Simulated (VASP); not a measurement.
# SrMg2Bi2 (P-3m1) in VASP: single point with LDA

Aim: the single point of SrMg2Bi2 with LDA.

Program: VASP 6.6.1. These are calculated values, not measurements. Logs are shortened: lines on timing, memory, paths and dates and some standing lists are left out, and cuts for length are marked.

## Step 1: The structure

The structure is trigonal, space group P-3m1 (No. 164). Conventional cell: a = 4.830 Å, b = 4.830 Å, c = 7.983 Å, α = 90.00°, β = 90.00°, γ = 120.00°. Sr (site symmetry -3m) has 6 Bi at 3.44 Å as nearest neighbours. Mg (site symmetry 3m) has 4 Bi at 2.95 to 2.97 Å as nearest neighbours. Around Bi (site symmetry 3m) lie 4 Mg at 2.95 to 2.97 Å.

The cell comes from a database or a generator and needn't be the stable form of this composition.

## Step 2: Single point, LDA

File INCAR:

```
SYSTEM = SrMg2Bi2
PREC = Accurate
ENCUT = 520
EDIFF = 1E-6
ISMEAR = 0
SIGMA = 0.1
LREAL = .FALSE.
LASPH = .TRUE.
NELM = 60
ALGO = Fast
ISIF = 2
LWAVE = .FALSE.
LCHARG = .TRUE.
GGA = CA
LELF = .TRUE.
LVHAR = .TRUE.
NBANDS = 30
```

File KPOINTS:

```
regular mesh
0
G
  6 6 2
  0 0 0
```

File POSCAR:

```
SrMg2Bi2
1.0
    4.8297132900      0.0000000000      0.0000000000
   -2.4148566450      4.1826544022      0.0000000000
    0.0000000000      0.0000000000      7.9828881300
Sr Mg Bi
1 2 2
Direct
    0.0000000000      0.0000000000      0.0000000000
    0.6666666700      0.3333333300      0.3750441600
    0.3333333300      0.6666666700      0.6249558400
    0.6666666700      0.3333333300      0.7467348600
    0.3333333300      0.6666666700      0.2532651400
```

Potentials or basis: VASP PAW LDA potentials, release 64 (Sr_sv, Mg, Bi_d).

Run with:

```sh
$ cat potpaw_LDA.64/Sr_sv/POTCAR potpaw_LDA.64/Mg/POTCAR potpaw_LDA.64/Bi_d/POTCAR > POTCAR
$ mpirun -np 1 vasp_std > vasp.out
```

OUTCAR:

```text
SYSTEM = SrMg2Bi2
   PREC = Accurate
   ENCUT = 520
   EDIFF = 1E-6
   ISMEAR = 0
   LREAL = .FALSE.
   LASPH = .TRUE.
   NELM = 60
   ISIF = 2
   GGA = CA

 ion  position               nearest neighbor table
   1  0.000  0.000  0.000-   4 3.44   5 3.44   4 3.44   5 3.44   4 3.44   5 3.44   2 4.09   3 4.09
                             3 4.09   2 4.09   2 4.09   3 4.09
   2  0.667  0.333  0.375-   5 2.95   5 2.95   5 2.95   4 2.97   3 3.43   3 3.43   3 3.43   1 4.09
                             1 4.09   1 4.09
   3  0.333  0.667  0.625-   4 2.95   4 2.95   4 2.95   5 2.97   2 3.43   2 3.43   2 3.43   1 4.09
                             1 4.09   1 4.09
   4  0.667  0.333  0.747-   3 2.95   3 2.95   3 2.95   2 2.97   1 3.44   1 3.44   1 3.44
   5  0.333  0.667  0.253-   2 2.95   2 2.95   2 2.95   3 2.97   1 3.44   1 3.44   1 3.44

  LATTYP: Found a hexagonal cell.
 ALAT       =     4.8297132900
 C/A-ratio  =     1.6528699843

  Lattice vectors:

 A1 = (   4.8297132900,   0.0000000000,   0.0000000000)
 A2 = (  -2.4148566450,   4.1826544022,   0.0000000000)
 A3 = (   0.0000000000,   0.0000000000,   7.9828881300)

Analysis of symmetry for initial positions (statically):
=====================================================================
 Subroutine PRICEL returns:
 Original cell was already a primitive cell.

 Routine SETGRP: Setting up the symmetry group for a
 hexagonal supercell.

 Subroutine GETGRP returns: Found 12 space group operations
 (whereof 12 operations were pure point group operations)
 out of a pool of 24 trial point group operations.

The static configuration has the point symmetry D_3d.

Analysis of symmetry for dynamics (positions and initial velocities):
=====================================================================
 Subroutine PRICEL returns:
 Original cell was already a primitive cell.

 Routine SETGRP: Setting up the symmetry group for a
 hexagonal supercell.

 Subroutine GETGRP returns: Found 12 space group operations
 (whereof 12 operations were pure point group operations)
 out of a pool of 24 trial point group operations.

The dynamic configuration has the point symmetry D_3d.

 Subroutine INISYM returns: Found 12 space group operations
 (whereof 12 operations are pure point group operations),
 and found     1 'primitive' translations

----------------------------------------------------------------------------------------

                                     Primitive cell

  volume of cell :     161.2625

  direct lattice vectors                    reciprocal lattice vectors
     4.829713290  0.000000000  0.000000000     0.207051628  0.119541313  0.000000000
    -2.414856645  4.182654402  0.000000000     0.000000000  0.239082626  0.000000000
     0.000000000  0.000000000  7.982888130     0.000000000  0.000000000  0.125267946

  length of vectors
     4.829713290  4.829713290  7.982888130     0.239082626  0.239082626  0.125267946

  position of ions in fractional coordinates (direct lattice)
     0.000000000  0.000000000  0.000000000
     0.666666670  0.333333330  0.375044160
     0.333333330  0.666666670  0.624955840
     0.666666670  0.333333330  0.746734860
     0.333333330  0.666666670  0.253265140

  ion indices of the primitive-cell ions
   primitive index   ion index
                 1           1
                 2           2
                 3           3
                 4           4
                 5           5

----------------------------------------------------------------------------------------

 KPOINTS: regular mesh

Automatic generation of k-mesh.
 Grid dimensions read from file:
 generate k-points for:    6    6    2

 Generating k-lattice:

  Cartesian coordinates                     Fractional coordinates (reciprocal lattice)
     0.034508605  0.019923552  0.000000000     0.166666667 -0.000000000  0.000000000
     0.000000000  0.039847104  0.000000000     0.000000000  0.166666667  0.000000000
     0.000000000  0.000000000  0.062633973     0.000000000  0.000000000  0.500000000

  Length of vectors
     0.039847104  0.039847104  0.062633973

  Shift w.r.t. Gamma in fractional coordinates (k-lattice)
     0.000000000  0.000000000  0.000000000

 Subroutine IBZKPT returns following result:
 ===========================================

 Found     14 irreducible k-points:

 Following reciprocal coordinates:
            Coordinates               Weight
  0.000000  0.000000  0.000000      1.000000
  0.166667 -0.000000  0.000000      6.000000
  0.333333  0.000000  0.000000      6.000000
  0.500000 -0.000000  0.000000      3.000000
  0.166667  0.166667  0.000000      6.000000
  0.333333  0.166667  0.000000     12.000000
  0.333333  0.333333  0.000000      2.000000
  0.000000  0.000000  0.500000      1.000000
  0.166667 -0.000000  0.500000      6.000000
  0.333333  0.000000  0.500000      6.000000
  0.500000 -0.000000  0.500000      3.000000
  0.166667  0.166667  0.500000      6.000000
  0.333333  0.166667  0.500000     12.000000
  0.333333  0.333333  0.500000      2.000000
   k-points           NKPTS =     14   k-points in BZ     NKDIM =     14   number of bands    NBANDS=     30
   number of dos      NEDOS =    301   number of ions     NIONS =      5
   total plane-waves  NPLWV =  77760
   dimension x,y,z NGX =    36 NGY =   36 NGZ =   60
   dimension x,y,z NGXF=    72 NGYF=   72 NGZF=  120
   ions per type =               1   2   2
   NGX,Y,Z   is equivalent  to a cutoff of  12.39, 12.39, 12.50 a.u.
   NGXF,Y,Z  is equivalent  to a cutoff of  24.78, 24.78, 24.99 a.u.
 SYSTEM =  SrMg2Bi2
   PREC   = accura    normal or accurate (medium, high low for compatibility)
   ISTART =      0    job   : 0-new  1-cont  2-samecut
   ICHARG =      2    charge: 1-file 2-atom 10-const
   ISPIN  =      1    spin polarized calculation?
   LNONCOLLINEAR =      F non collinear calculations
   LSORBIT =      F    spin-orbit coupling
   LASPH  =      T    aspherical Exc in radial PAW
   ENCUT  =  520.0 eV  38.22 Ry    6.18 a.u.   8.98  8.98 14.84*2*pi/ulx,y,z
   NELM   =     60;   NELMIN=  2; NELMDL= -5     # of ELM steps
   EDIFF  = 0.1E-05   stopping-criterion for ELM
   LREAL  =      F    real-space projection
   EDIFFG = 0.1E-04   stopping-criterion for IOM
   NSW    =      0    number of steps for IOM
   IBRION =     -1    ionic relax: 0-MD 1-quasi-New 2-CG
   NFREE  =      0    steps in history (QN), initial steepest desc. (CG)
   ISIF   =      2    stress and relaxation
   ISYM   =      2    0-nonsym 1-usesym 2-fastsym
   POTIM  = 0.5000    time-step for ionic-motion
   TEBEG  =    0.0;   TEEND  =   0.0 temperature during run
   PSTRESS=    0.0 pullay stress
   NELECT =      44.0000    total number of electrons
   NUPDOWN=      -1.0000    fix difference up-down
   EMIN   =  10.00;   EMAX   =-10.00  energy-range for DOS
   EFERMI =   0.00;   METHOD = LEGACY
   ISMEAR =     0;   SIGMA  =   0.10  broadening in eV -4-tet -1-fermi 0-gaus
   EFERMI_NEDOS =   21; number of points for ismear=-14 and -15
   IALGO  =     68    algorithm
   IMIX   =      4    mixing-type and parameters
     AMIX     =   0.40;   BMIX     =  1.00
     AMIX_MAG =   1.60;   BMIX_MAG =  1.00
  volume/ion in A,a.u.               =      32.25       217.65
  Fermi-wavevector in a.u.,A,eV,Ry     =   1.061813  2.006535 15.339838  1.127446
  Thomas-Fermi vector in A             =   2.197242
   LORBIT       =      0    0 simple, 1 ext, 2 COOP (PROOUT), +10 PAW based schemes
   GGA     = CA    functional components
   LHFCALC =     F    Hartree Fock is set to
   AEXX    =    0.0000 exact exchange contribution
   IVDW    =     0    specifies the selected vdW correction
   LEPSILON=     F    determine dielectric tensor
   LRPA    =     F    only Hartree local field effects (RPA)
 non-spin polarized calculation
 RMM-DIIS sequential band-by-band and
 Gauss-broadening in eV      SIGMA  =   0.10
  energy-cutoff  :      520.00
  volume of cell :      161.26
 maximum number of plane-waves:      4365
 NGX is ok and might be reduce to    36
   NGX = 17   NGY = 17   NGZ = 29

 number of electron      43.9999988 magnetization

 Free energy of the ion-electron system (eV)
  ---------------------------------------------------
  ext. energy  EPLUGINS =         0.00000000
  ---------------------------------------------------
  free energy    TOTEN  =       -17.98373869 eV

  energy without entropy =      -17.98369731  energy(sigma->0) =      -17.98371800

 E-fermi :   3.7586     XC(G=0):  -8.8996

 val. band max:        3.5472286417   @ k =   0.0000   0.0000   0.0000
 cond. band min:       3.9504641502   @ k =   0.0000   0.0000   0.0000
 fundamental gap:      0.4032355084
 Fermi energy:         3.7585751108

 k-point     1 :       0.0000    0.0000    0.0000
  band No.  band energies     occupation
      1     -32.0307      2.00000
      2     -18.2422      2.00000
      3     -18.2422      2.00000
      4     -18.2410      2.00000
      5     -18.2410      2.00000
      6     -18.2273      2.00000
[... 22 lines left out ...]
     29       6.6770      0.00000
     30       7.3294      0.00000

 k-point     2 :       0.1667   -0.0000    0.0000
  band No.  band energies     occupation
      1     -32.0302      2.00000
      2     -18.2429      2.00000
      3     -18.2424      2.00000
      4     -18.2407      2.00000
      5     -18.2394      2.00000
      6     -18.2265      2.00000
[... 22 lines left out ...]
     29       6.9735      0.00000
     30       7.4954      0.00000

 k-point     3 :       0.3333    0.0000    0.0000
  band No.  band energies     occupation
      1     -32.0293      2.00000
      2     -18.2436      2.00000
      3     -18.2420      2.00000
      4     -18.2407      2.00000
      5     -18.2369      2.00000
      6     -18.2249      2.00000
[... 22 lines left out ...]
     29       7.8758      0.00000
     30       8.3758      0.00000

 k-point     4 :       0.5000   -0.0000    0.0000
  band No.  band energies     occupation
      1     -32.0288      2.00000
      2     -18.2437      2.00000
      3     -18.2418      2.00000
      4     -18.2410      2.00000
      5     -18.2358      2.00000
      6     -18.2241      2.00000
[... 22 lines left out ...]
     29       7.7944      0.00000
     30       8.2943      0.00000

 k-point     5 :       0.1667    0.1667    0.0000
  band No.  band energies     occupation
      1     -32.0295      2.00000
      2     -18.2439      2.00000
      3     -18.2415      2.00000
      4     -18.2394      2.00000
      5     -18.2389      2.00000
      6     -18.2252      2.00000
[... 22 lines left out ...]
     29       7.5993      0.00000
     30       7.9055      0.00000
[... 196 lines left out ...]
     29       7.8156      0.00000
     30       8.9337      0.00000

 k-point    12 :       0.1667    0.1667    0.5000
  band No.  band energies     occupation
      1     -32.0295      2.00000
      2     -18.2425      2.00000
      3     -18.2417      2.00000
      4     -18.2414      2.00000
      5     -18.2382      2.00000
      6     -18.2249      2.00000
[... 22 lines left out ...]
     29       7.4508      0.00000
     30       7.7656      0.00000

 k-point    13 :       0.3333    0.1667    0.5000
  band No.  band energies     occupation
      1     -32.0288      2.00000
      2     -18.2440      2.00000
      3     -18.2410      2.00000
      4     -18.2396      2.00000
      5     -18.2377      2.00000
      6     -18.2240      2.00000
[... 22 lines left out ...]
     29       7.7719      0.00000
     30       8.2164      0.00000

 k-point    14 :       0.3333    0.3333    0.5000
  band No.  band energies     occupation
      1     -32.0286      2.00000
      2     -18.2429      2.00000
      3     -18.2411      2.00000
      4     -18.2411      2.00000
      5     -18.2365      2.00000
      6     -18.2233      2.00000
[... 22 lines left out ...]
     29       7.9103      0.00000
     30       7.9333      0.00000

------------------------ aborting loop because EDIFF is reached ----------------------------------------

  FORCE on cell =-STRESS in cart. coord.  units (eV):
  Direction    XX          YY          ZZ          XY          YZ          ZX
  --------------------------------------------------------------------------------------
  -------------------------------------------------------------------------------------
  Total       -2.3500953     -2.3500953     -2.3878954      0.0000000     -0.0000000      0.0000000
  in kB      -23.3486984    -23.3486984    -23.7242508      0.0000000     -0.0000000      0.0000000
  external PRESSURE =     -23.4738825 kB  Pullay stress =       0.0000000 kB

 VOLUME and BASIS-vectors are now :
 -----------------------------------------------------------------------------
  energy-cutoff  :      520.00
  volume of cell :      161.26
      direct lattice vectors                 reciprocal lattice vectors
     4.829713290  0.000000000  0.000000000     0.207051628  0.119541313  0.000000000
    -2.414856645  4.182654402  0.000000000     0.000000000  0.239082626  0.000000000
     0.000000000  0.000000000  7.982888130     0.000000000  0.000000000  0.125267946

 POSITION                                       TOTAL-FORCE (eV/Angst)
 -----------------------------------------------------------------------------------
      0.00000      0.00000      0.00000        -0.000000      0.000000      0.000000
      2.41486      1.39422      2.99394        -0.000000     -0.000000     -0.043585
     -0.00000      2.78844      4.98895        -0.000000      0.000000      0.043585
      2.41486      1.39422      5.96110         0.000000      0.000000     -0.009811
     -0.00000      2.78844      2.02179        -0.000000     -0.000000      0.009811
 -----------------------------------------------------------------------------------
    total drift:                                0.000000     -0.000000     -0.000000

  FREE ENERGIE OF THE ION-ELECTRON SYSTEM (eV)
  ---------------------------------------------------
  free  energy   TOTEN  =       -17.9837386904 eV

  energy  without entropy=      -17.9836973064  energy(sigma->0) =      -17.98371800
```

Run time: 2.2 min. Hardware: 1 thread of Intel Xeon Platinum 8488C (Sapphire Rapids), shared host; peak memory 0.24 GiB.

Results:

| Item | Value |
| --- | --- |
| Free energy | -17.9837 eV |
| Pressure | -2.3 GPa |
| Largest force | 0.044 eV/Å |
| Band gap on the k mesh | 0.40 eV, direct |

Forces in eV/Å, atoms in the order of the input:
```
Sr   0.000  0.000  0.000
Mg   0.000  0.000 -0.044
Mg   0.000  0.000  0.044
Bi   0.000  0.000 -0.010
Bi   0.000  0.000  0.010
```

Levels at points of the mesh, in eV from the valence-band top:
```tsv
k point	band 18	band 19	band 20	band 21	band 22	band 23	band 24	band 25	band 26	band 27
(0.00, 0.00, 0.00)	-1.04	-1.04	-0.02	0.00	0.00	0.40	0.89	2.26	2.69	2.69
(0.50, 0.00, 0.00)	-3.30	-2.15	-1.71	-1.51	-1.04	0.80	2.33	2.45	3.75	4.03
(0.00, 0.00, 0.50)	-2.22	-0.71	-0.71	-0.52	-0.52	0.95	1.67	2.50	2.50	3.64
(0.50, 0.00, 0.50)	-3.70	-1.77	-1.66	-0.89	-0.83	1.26	1.36	1.68	2.32	3.37
```

Caveat: spin-orbit coupling is left out, which as a rule narrows the gap of such compounds by several tenths of an eV. A k mesh can miss the band edges.
